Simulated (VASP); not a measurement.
Pb (fcc) is relaxed at rising pressure, each step from the one before. Symmetry mostly holds the structure type, and other phases were not tried. The mesh follows the cell, and a change of mesh leaves a small step in the series.

Consider the following.

```
Pb
1.0
    0.00000     2.43907     2.43907
    2.43907     0.00000     2.43907
    2.43907     2.43907     0.00000
Pb
1
Direct
  0.00000   0.00000   0.00000
```

Method: LDA (Ceperley-Alder, Perdew-Zunger), VASP's LDA PAW potentials (set 64) (plane waves; VASP). Numerical set-up: 500 eV cut-off, 13×13×13 Γ-centred mesh, first-order Methfessel-Paxton smearing of 0.10 eV, potentials Pb_d.

Unless said otherwise, spin-orbit coupling is left out, though it shifts the bands of the heavy elements here.

```
P (GPa)  V (Å³/atom)  H − H(0) (eV/atom)  space group  gap on the mesh (eV)    k-mesh
-------  -----------  ------------------  -----------  --------------------  --------
0              29.02               0.000        Fm-3m                  0.00  13×13×13
5              26.89               0.871        Fm-3m                  0.00  13×13×13
10             25.40               1.686        Fm-3m                  0.00  13×13×13
20             23.33               3.205        Fm-3m                  0.00  14×14×14
30             21.91               4.615        Fm-3m                  0.00  14×14×14
45             20.37               6.590        Fm-3m                  0.00  14×14×14
```

Pressures at which the relaxation failed are left out.

The compound is Pb in the fcc structure.
